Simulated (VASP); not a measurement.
Input:

```
WTe2
1.0
    6.59956     0.00000     0.00000
    0.00000     6.59956     0.00000
    0.00000     0.00000     3.57316
W Te
2 4
Direct
  0.00000   0.00000   0.00000
  0.50000   0.50000   0.50000
  0.28469   0.28469   0.00000
  0.78469   0.21531   0.50000
  0.21531   0.78469   0.50000
  0.71531   0.71531   0.00000
```

Calculation: PBEsol GGA, VASP's PBE PAW potentials (set 64) (plane waves; VASP 6.6.1). Numerical set-up: 400 eV cut-off, Gaussian smearing of 0.050 eV, potentials W_sv Te.

Problem. Give the energies of bands 17 to 30 at the high-symmetry points, in eV from the Fermi level.

Solution. 
| band | Γ | X | M | Z | R | A |
|---|---|---|---|---|---|---|
| 17 | -4.21 | -4.13 | -3.52 | -4.87 | -4.73 | -3.98 |
| 18 | -3.00 | -4.13 | -3.52 | -4.87 | -4.73 | -3.98 |
| 19 | -3.00 | -2.92 | -3.04 | -3.98 | -3.23 | -3.94 |
| 20 | -2.12 | -2.92 | -3.04 | -3.98 | -3.23 | -3.94 |
| 21 | -1.97 | -1.78 | -2.06 | -3.20 | -3.20 | -2.31 |
| 22 | -1.44 | -1.78 | -2.06 | -3.20 | -3.20 | -2.31 |
| 23 | -1.14 | -1.34 | -2.03 | -2.60 | -1.57 | -1.48 |
| 24 | -0.44 | -1.34 | -2.03 | -2.60 | -1.57 | -1.48 |
| 25 | -0.44 | -0.50 | -0.43 | 0.23 | -1.37 | -0.08 |
| 26 | -0.18 | -0.50 | -0.43 | 0.23 | -1.37 | -0.08 |
| 27 | -0.18 | 0.64 | -0.19 | 1.04 | 1.02 | 0.09 |
| 28 | 0.98 | 0.64 | -0.19 | 1.04 | 1.02 | 0.09 |
| 29 | 0.98 | 1.04 | 1.73 | 1.07 | 1.29 | 1.04 |
| 30 | 1.28 | 1.04 | 1.73 | 1.07 | 1.30 | 1.04 |

It has no gap at this level: it comes out as a metal or semimetal.

The structure was generated: Te2W was put into the rutile type (P4_2/mnm), which need not be its known phase. It was relaxed first, which changed the volume by -30 %.
